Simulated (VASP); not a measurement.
Here is the system:

```xyz
2
Lattice="0.0000 2.3200 2.3200 2.3200 0.0000 2.3200 2.3200 2.3200 0.0000" Properties=species:S:1:pos:R:3 pbc="T T T"
Hf     0.0000     0.0000     0.0000
C      2.3200     2.3200     2.3200
```

Computed with vdW-DF2, VASP's PBE PAW potentials (set 64) (plane waves; VASP). Settings: 520 eV cut-off, 12×12×12 Γ-centred mesh, first-order Methfessel-Paxton smearing of 0.10 eV, potentials Hf_pv C.

Energy and stress use the plane-wave basis of the starting cell.

Task: The ions, cell shape and volume are relaxed. What does this cell relax into?

Result: 
```xyz
2
Lattice="0.0000 2.3633 2.3633 2.3633 0.0000 2.3633 2.3633 2.3633 0.0000" Properties=species:S:1:pos:R:3 pbc="T T T"
Hf     0.0000     0.0000     0.0000
C      2.3633     2.3633     2.3633
```
Space group Fm-3m (225), at a tolerance of 0.03 Å.

Task: How do energy and volume change from the first to the last step?

Result: The energy (σ→0) changes by -28.5 meV/atom and the volume by +5.7 %, in 4 ionic steps.

The compound is HfC in the rock salt structure. This run relaxes it. Symmetry was kept, so distortions that lower it aren't found.
